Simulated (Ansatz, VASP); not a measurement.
## Be2Co: VASP beside Ansatz

```xyz
3
Lattice="0.0000 1.9448 5.4027 1.3561 0.0000 5.4027 1.3561 1.9448 0.0000" Properties=species:S:1:pos:R:3 pbc="T T T"
Co    0.0000    0.0000    0.0000
Be    1.3561    1.9448    7.1742
Be    1.3561    1.9448    3.6313
```

Change from the starting cell: volume scaled by 1.04.

Alike in both runs: task single point; functional PBE; k mesh 12 × 12 × 12; occupations fermi-dirac, width 0.05 eV; collinear spin, ferromagnetic start.

|  | VASP | Ansatz |
| --- | --- | --- |
| version | VASP 6.6.1 | Ansatz 0.2.0 |
| potentials or method | VASP PAW PBE potentials, release 64 (Co, Be) | Ansatz PAW |
| plane-wave cutoff (eV) | 520 | 420 |
| valence electrons in the cell | 13 | 21 |

```tsv
	VASP	Ansatz	Ansatz less VASP
gap on the k mesh at the Fermi level (eV)	none	none	-
pressure (GPa)	-6.1	-5.8	+0.23
largest component of the traceless stress (GPa)	3.12	3.12	+0.001
rms of the force components (eV/Å)	0.003	0.003	+0.0008
net moment per atom (μB)	0.38	0.38	+0.007
size of the moment on the site where the two differ most (μB)	1.16	1.19	+0.027
```

Site moments also hang on the region over which each program counts them. Atom by atom the forces differ by 0.006 eV/Å (rms over components). A gap of «none» marks a metal or a gap that the smearing closes. The two sets of potentials don't hold the same shells in valence.
